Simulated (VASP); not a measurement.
Method: PBEsol GGA, VASP's PBE PAW potentials (set 64) (plane waves; VASP).

The input files of a VASP run:

### INCAR
```
LWAVE=.FALSE.
LORBIT=10
LCHARG=.FALSE.
EDIFF=1E-6   ! SCF stop (eV)
ISIF=3   ! ions, shape and volume
PREC=Accurate
IBRION=2   ! conjugate gradients
ISMEAR=0   ! Gaussian
EDIFFG=-0.02
SIGMA=0.05
MAGMOM=2.0 -2.0 2*0.0
LMAXMIX=4   ! l cut-off of mixed one-centre charges
LREAL=.FALSE.
ENCUT=520   ! plane-wave cut-off (eV)
NSW=60
SYSTEM=NiO
ISPIN=2
ALGO=Normal   ! blocked Davidson
GGA=PS   ! PBEsol
LASPH=.TRUE.
NELM=100
```

**KPOINTS**
```
Automatic mesh
0
Gamma
8 8 8
0 0 0
```

### POSCAR
```
NiO
1.0
  4.1176733789   2.0566918651   2.0566918651
  2.0566918651   4.1176733789   2.0566918651
  2.0566918651   2.0566918651   4.1176733789
Ni O
2 2
Cart
  0.0000000000   0.0000000000   0.0000000000
  4.1155285545   4.1155285545   4.1155285545
  2.0577642773   2.0577642773   2.0577642773
  6.1732928318   6.1732928318   6.1732928318
```

POTCAR, in this order: Ni O (PBE.64 set). Program: vasp_std.

Output

### OSZICAR
```
       N       E                     dE             d eps       ncg     rms          rms(c)
DAV:   1     0.255995801760E+03    0.25600E+03   -0.15815E+04  5264   0.213E+03
DAV:   2     0.953020077345E+00   -0.25504E+03   -0.23933E+03  5348   0.412E+02
DAV:   3    -0.284472892173E+02   -0.29400E+02   -0.28006E+02  5992   0.159E+02
DAV:   4    -0.293959267134E+02   -0.94864E+00   -0.94323E+00  5892   0.302E+01
DAV:   5    -0.294226994957E+02   -0.26773E-01   -0.26756E-01  6312   0.474E+00    0.212E+01
DAV:   6    -0.267610401932E+02    0.26617E+01   -0.44373E+01  7904   0.112E+02    0.218E+01
DAV:   7    -0.251969591057E+02    0.15641E+01   -0.72421E+00  6540   0.822E+01    0.966E+00
DAV:   8    -0.253737006692E+02   -0.17674E+00   -0.23517E+00  5872   0.125E+01    0.628E+00
DAV:   9    -0.252936441066E+02    0.80057E-01   -0.10635E-01  7856   0.911E+00    0.121E+00
DAV:  10    -0.253044815993E+02   -0.10837E-01   -0.59519E-02  6864   0.290E+00    0.463E-01
DAV:  11    -0.253043953619E+02    0.86237E-04   -0.42152E-03  6672   0.179E+00    0.128E-01
DAV:  12    -0.253045403898E+02   -0.14503E-03   -0.12151E-03  6856   0.366E-01    0.678E-02
DAV:  13    -0.253045238453E+02    0.16545E-04   -0.17190E-04  8816   0.191E-01    0.253E-02
DAV:  14    -0.253045272429E+02   -0.33977E-05   -0.14924E-05  5944   0.557E-02    0.212E-02
DAV:  15    -0.253045255470E+02    0.16960E-05   -0.50282E-06  5324   0.378E-02    0.562E-03
DAV:  16    -0.253045253796E+02    0.16736E-06   -0.21795E-06  3624   0.169E-02
   1 F= -.25304525E+02 E0= -.25304525E+02  d E =-.253045E+02  mag=     0.0000
```

File OUTCAR:
```
------------------------ aborting loop because EDIFF is reached ----------------------------------------
  FORCE on cell =-STRESS in cart. coord.  units (eV):
  Direction    XX          YY          ZZ          XY          YZ          ZX
  --------------------------------------------------------------------------------------
  Total        0.0107283      0.0107283      0.0107283     -0.0637858     -0.0637858     -0.0637858
  in kB        0.4916287      0.4916287      0.4916287     -2.9230142     -2.9230142     -2.9230142
  external PRESSURE =       0.4916287 kB  Pullay stress =       0.0000000 kB
  volume of cell :       34.96
      direct lattice vectors                 reciprocal lattice vectors
     4.117673379  2.056691865  2.056691865     0.363967500 -0.121238211 -0.121238211
     2.056691865  4.117673379  2.056691865    -0.121238211  0.363967500 -0.121238211
     2.056691865  2.056691865  4.117673379    -0.121238211 -0.121238211  0.363967500
 POSITION                                       TOTAL-FORCE (eV/Angst)
 -----------------------------------------------------------------------------------
      0.00000      0.00000      0.00000         0.000000      0.000000     -0.000000
      4.11553      4.11553      4.11553         0.000000     -0.000000      0.000000
      2.05776      2.05776      2.05776         0.000000      0.000000     -0.000000
      6.17329      6.17329      6.17329        -0.000000     -0.000000      0.000000
 -----------------------------------------------------------------------------------
    total drift:                                0.000000     -0.000000     -0.000000
  FREE ENERGIE OF THE ION-ELECTRON SYSTEM (eV)
  ---------------------------------------------------
  free  energy   TOTEN  =       -25.3045253796 eV

  energy  without entropy=      -25.3045253796  energy(sigma->0) =      -25.30452538

 total charge

# of ion       s       p       d       tot
------------------------------------------
    1        0.347   0.440   8.309   9.097
    2        0.347   0.440   8.309   9.097
    3        1.558   3.403   0.000   4.961
    4        1.558   3.403   0.000   4.961
--------------------------------------------------
tot          3.810   7.687  16.618  28.115

 magnetization (x)

# of ion       s       p       d       tot
------------------------------------------
    1       -0.011  -0.015   1.290   1.264
    2        0.011   0.015  -1.290  -1.264
    3        0.000   0.000   0.000   0.000
    4        0.000   0.000   0.000   0.000
--------------------------------------------------
tot          0.000   0.000   0.000   0.000

 reached required accuracy - stopping structural energy minimisation
```
(Selected blocks of OUTCAR.)

**OUTCAR**
```
 val. band max:        7.8873800450   @ k =   0.2500   0.2500   0.0000

 cond. band min:       8.6186807760   @ k =   0.5000   0.2500   0.2500


 Fermi energy:         8.0957696707

 spin component 1

 k-point     1 :       0.0000    0.0000    0.0000
  band No.  band energies     occupation
      1     -12.2441      1.00000
      2     -10.6936      1.00000
      3      -0.1913      1.00000
      4       2.5682      1.00000
      5       2.5683      1.00000
      6       5.3081      1.00000
      7       5.3081      1.00000
      8       5.3282      1.00000
      9       5.9392      1.00000
     10       5.9393      1.00000
     11       6.0245      1.00000
     12       6.2504      1.00000
     13       6.2505      1.00000
     14       7.2439      1.00000
     15       7.2439      1.00000
     16       7.5688      1.00000
     17       9.8780      0.00000
     18       9.8781      0.00000
     19      10.1852      0.00000
     20      13.9380      0.00000

 k-point     2 :       0.1250    0.0000    0.0000
  band No.  band energies     occupation
      1     -12.0687      1.00000
      2     -10.6669      1.00000
      3       0.0918      1.00000
      4       2.4626      1.00000
      5       2.6151      1.00000
      6       3.8987      1.00000
      7       4.6829      1.00000
      8       4.7164      1.00000
      9       5.9667      1.00000
     10       6.2801      1.00000
     11       6.3494      1.00000
     12       6.4865      1.00000
     13       6.8909      1.00000
     14       7.3196      1.00000
     15       7.3550      1.00000
     16       7.5466      1.00000
     17       9.3424      0.00000
     18       9.7613      0.00000
     19      11.1853      0.00000
     20      14.9002      0.00000

 k-point     3 :       0.2500    0.0000    0.0000
  band No.  band energies     occupation
      1     -11.6096      1.00000
      2     -10.5995      1.00000
      3       0.7933      1.00000
...
```

The compound is NiO in the rock salt, AFM-II order structure. It was relaxed first. The start is the result of an earlier pass.
